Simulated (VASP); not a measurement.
# GaN: input slips in a band-gap run and what they do, part 2 of 2

Some runs for the gap of GaN get a fault in the input on purpose. Which of them show, and how? The starting structure is a measured crystal structure from the Crystallography Open Database. Cell and atoms stay as given unless a step says otherwise.

VASP 6.6.1.

Results so far: reference 1.913 eV; a k mesh far too coarse and no band path 1.865 eV; one electron missing no gap to read.

The database entry behind the starting cell has ideal inner coordinates that were not refined, so it need not match the best structure at ambient conditions.

### Step 5. Bands with a hybrid's name typed into the meta-GGA tag

Level of this step: the functional as typed; plane waves and PAW (Ga_d, N) (VASP).

A slip made on purpose: a hybrid's name typed into the meta-GGA tag. Against step 2 the input has METAGGA = HSE06 and no GGA (also changed: NELM).

Input file INCAR:

```
SYSTEM = GaN
PREC = Accurate
ENCUT = 460
EDIFF = 1E-06
NELM = 60
ISMEAR = 0
SIGMA = 0.03
LREAL = .FALSE.
ALGO = Normal
NBANDS = 32
LORBIT = 11
LWAVE = .FALSE.
LCHARG = .FALSE.
KPAR = 8
LASPH = .TRUE.
METAGGA = HSE06
```

Input file POSCAR:

```
GaN
1.0
    3.1900000000      0.0000000000      0.0000000000
   -1.5950000000      2.7626210381      0.0000000000
    0.0000000000      0.0000000000      5.1890000000
Ga N
2 2
Direct
    0.3333333333      0.6666666667      0.5000000000
    0.6666666667      0.3333333333      0.0000000000
    0.3333333333      0.6666666667      0.8750000000
    0.6666666667      0.3333333333      0.3750000000
```

Input file KPOINTS:

```
Automatic mesh
0
Gamma
8 8 4
0 0 0
```

Input file KPOINTS_OPT:

```
Line mode
10
Line-mode
Reciprocal
  0.00000000   0.00000000   0.00000000 GAMMA
  0.50000000   0.00000000   0.00000000 M

  0.50000000   0.00000000   0.00000000 M
  0.33333333   0.33333333   0.00000000 K

  0.33333333   0.33333333   0.00000000 K
  0.00000000   0.00000000   0.00000000 GAMMA

  0.00000000   0.00000000   0.00000000 GAMMA
  0.00000000   0.00000000   0.50000000 A

  0.00000000   0.00000000   0.50000000 A
  0.50000000   0.00000000   0.50000000 L

  0.50000000   0.00000000   0.50000000 L
  0.33333333   0.33333333   0.50000000 H

  0.33333333   0.33333333   0.50000000 H
  0.00000000   0.00000000   0.50000000 A

  0.50000000   0.00000000   0.50000000 L
  0.50000000   0.00000000   0.00000000 M

  0.33333333   0.33333333   0.00000000 K
  0.33333333   0.33333333   0.50000000 H
```

Potentials, in the order of the species: Ga_d and N (LDA family, release 64).

Run with:

```bash
> mpirun -np 8 vasp_std
```

The program printed:

```text
[banner, memory and clock lines left out]
running    8 mpi-ranks, on    1 nodes
[...]
|                                                                             |
|           W    W    AA    RRRRR   N    N  II  N    N   GGGG   !!!           |
|           W    W   A  A   R    R  NN   N  II  NN   N  G    G  !!!           |
|           W    W  A    A  R    R  N N  N  II  N N  N  G       !!!           |
|           W WW W  AAAAAA  RRRRR   N  N N  II  N  N N  G  GGG   !            |
|           WW  WW  A    A  R   R   N   NN  II  N   NN  G    G                |
|           W    W  A    A  R    R  N    N  II  N    N   GGGG   !!!           |
|                                                                             |
|     For optimal performance we recommend to set                             |
|       NCORE = 2 up to number-of-cores-per-socket                            |
|     NCORE specifies how many cores store one orbital (NPAR=cpu/NCORE).      |
|     This setting can greatly improve the performance of VASP for DFT.       |
[...]
|     calculations (for HF NCORE is supported but not extensively tested      |
|     yet).                                                                   |
|                                                                             |

|                                                                             |
|     EEEEEEE  RRRRRR   RRRRRR   OOOOOOO  RRRRRR      ###     ###     ###     |
|     E        R     R  R     R  O     O  R     R     ###     ###     ###     |
|     E        R     R  R     R  O     O  R     R     ###     ###     ###     |
|     EEEEE    RRRRRR   RRRRRR   O     O  RRRRRR       #       #       #      |
|     E        R   R    R   R    O     O  R   R                               |
|     E        R    R   R    R   O     O  R    R      ###     ###     ###     |
|     EEEEEEE  R     R  R     R  OOOOOOO  R     R     ###     ###     ###     |
|                                                                             |
|     Error: One of the selected functionals does not exist.                  |
|                                                                             |
|       ---->  I REFUSE TO CONTINUE WITH THIS SICK JOB ... BYE!!! <----       |
|                                                                             |

1
1
1
1
1
1
1
1
```

Elapsed: 5.8 s, on 8 MPI ranks of Intel Xeon Platinum 8375C at 2.90GHz (Ice Lake), shared host.

VASP stopped with this message: “Error: One of the selected functionals does not exist”.

### Step 6. Bands with a cutoff far too low

A slip made on purpose: a cutoff far too low. Against step 2 the input has ENCUT = 180 (also changed: NELM).

Input file INCAR:

```
SYSTEM = GaN
PREC = Accurate
ENCUT = 180
EDIFF = 1E-06
NELM = 60
ISMEAR = 0
SIGMA = 0.03
LREAL = .FALSE.
ALGO = Normal
GGA = CA
NBANDS = 32
LORBIT = 11
LWAVE = .FALSE.
LCHARG = .FALSE.
KPAR = 8
LASPH = .TRUE.
```

POSCAR is that of step 5.

KPOINTS is that of step 5.

KPOINTS_OPT is that of step 5.

Run with:

```bash
> mpirun -np 8 vasp_std
```

The program printed:

```text
[... set-up lines as in an earlier step ...]
 entering main loop
       N       E                     dE             d eps       ncg     rms          rms(c)
DAV:   1     0.149107016512E+03    0.14911E+03   -0.88555E+03  2400   0.872E+02
DAV:   2    -0.150266064231E+02   -0.16413E+03   -0.15586E+03  2008   0.247E+02
DAV:   3    -0.269171358158E+02   -0.11891E+02   -0.11827E+02  2320   0.573E+01
DAV:   4    -0.270319614446E+02   -0.11483E+00   -0.11481E+00  2120   0.610E+00
[...]
DAV:  12    -0.251629000102E+02    0.13500E-04   -0.82470E-05  2296   0.116E-01    0.242E-02
DAV:  13    -0.251629009916E+02   -0.98139E-06   -0.10331E-05  2240   0.149E-02    0.289E-03
DAV:  14    -0.251629009339E+02    0.57648E-07   -0.70270E-07  1240   0.880E-03
   1 F= -.25162901E+02 E0= -.25162901E+02  d E =-.185245E-18
 Start KPOINTS_OPT (optional k-point list driver)
k-point batch [1-30\90]
       N       E                     dE             ncg
DAV:   1    -0.688462093905E+03   -0.18231E+05     2328
DAV:   2    -0.557656566412E+04   -0.48881E+04     2008
DAV:   3    -0.592292415932E+04   -0.34636E+03     2288
DAV:   4    -0.592616655793E+04   -0.32424E+01     2112
DAV:   5    -0.592620110532E+04   -0.34547E-01     2328
DAV:   6    -0.592620219330E+04   -0.10880E-02     2472
DAV:   7    -0.592620221391E+04   -0.20609E-04     2024
DAV:   8    -0.592620221475E+04   -0.84882E-06     1584
[...]
k-point batch [61-90\90]
       N       E                     dE             ncg
DAV:   1    -0.817056707919E+03   -0.24163E+05     2360
DAV:   2    -0.565842236596E+04   -0.48414E+04     2064
DAV:   3    -0.599139048237E+04   -0.33297E+03     2360
DAV:   4    -0.599432579244E+04   -0.29353E+01     2120
DAV:   5    -0.599435706072E+04   -0.31268E-01     2376
DAV:   6    -0.599435811085E+04   -0.10501E-02     2408
DAV:   7    -0.599435813057E+04   -0.19722E-04     2112
DAV:   8    -0.599435813142E+04   -0.85363E-06     1456
```

Run time: 4 s. Hardware: 8 MPI ranks; peak memory 0.9 GiB.

OUTCAR, selected parts (step 6):

```text
  Total      -63.0994506    -63.0994506    -62.0321936      0.0000000     -0.0000000      0.0000000
  in kB    -2210.7543685  -2210.7543685  -2173.3619194      0.0000000     -0.0000000      0.0000000
  external PRESSURE =   -2198.2902188 kB  Pullay stress =       0.0000000 kB

 POSITION                                       TOTAL-FORCE (eV/Angst)
 -----------------------------------------------------------------------------------
     -0.00000      1.84175      2.59450        -0.000000     -0.000000     -0.133200
      1.59500      0.92087      0.00000        -0.000000      0.000000     -0.133200
     -0.00000      1.84175      4.54038         0.000000      0.000000      0.133200
      1.59500      0.92087      1.94588        -0.000000      0.000000      0.133200
 -----------------------------------------------------------------------------------
    total drift:                                0.000015      0.000026     -0.000531

  FREE ENERGIE OF THE ION-ELECTRON SYSTEM (eV)
  ---------------------------------------------------
  free  energy   TOTEN  =       -25.1629009339 eV

  energy  without entropy=      -25.1629009339  energy(sigma->0) =      -25.16290093

[... 1 part as in an earlier step ...]

[... 2 further parts left out ...]
[key lines of the parts left out:]
E-fermi :   5.5365
```

With a cutoff far too low the gap is 0.743 eV, -1.171 eV from the reference.

### Step 7. Comparison

```csv
run,ended,gap (eV),change (eV),core minutes
reference,converged,1.913,-,2.93
a k mesh far too coarse and no band path,converged,1.865,-0.048,0.347
one electron missing,converged,none,-,1.97
a hybrid's name typed into the meta-GGA tag,stopped by VASP,-,-,0.773
a cutoff far too low,converged,0.743,-1.171,0.533
```

Core minutes are wall time times ranks of the run shown, on a shared host.

### Step 8. What came out

```json
{
 "reference gap": "1.913 eV",
 "gap with a k mesh far too coarse and no band path": "1.865 eV",
 "gap with one electron missing": "none to read from the occupations",
 "gap with a cutoff far too low": "0.743 eV",
 "run with a hybrid's name typed into the meta-GGA tag": "stopped by VASP"
}
```

VASP stopped by itself in the run with a hybrid's name typed into the meta-GGA tag. Finished, but with signs in the output that stand out against the reference: a k mesh far too coarse and no band path, with the gap changed by -0.05 eV (signs: a stress that differs by up to 1.3 GPa); one electron missing, with no gap to read, since by its occupations the run counts as a metal (its levels may still leave one) (signs: a warning on the charge density and a stress of up to 42.4 GPa); a cutoff far too low, with the gap changed by -1.17 eV (signs: a stress of up to 221.1 GPa). Further runs on this material are not shown.

[Lines on the potential files, build, host, timing and source positions are cut from VASP's logs without a mark.]

[Logs are printed without paths, hosts, clocks, repeated set-up lines and the standing remarks that a program may print on its own settings, such as how far it seeks lower states.]

[Hosts, paths, dates, database ids (printed as entryN), source tags and the programs' standing remarks are cut or masked in the printed files.]
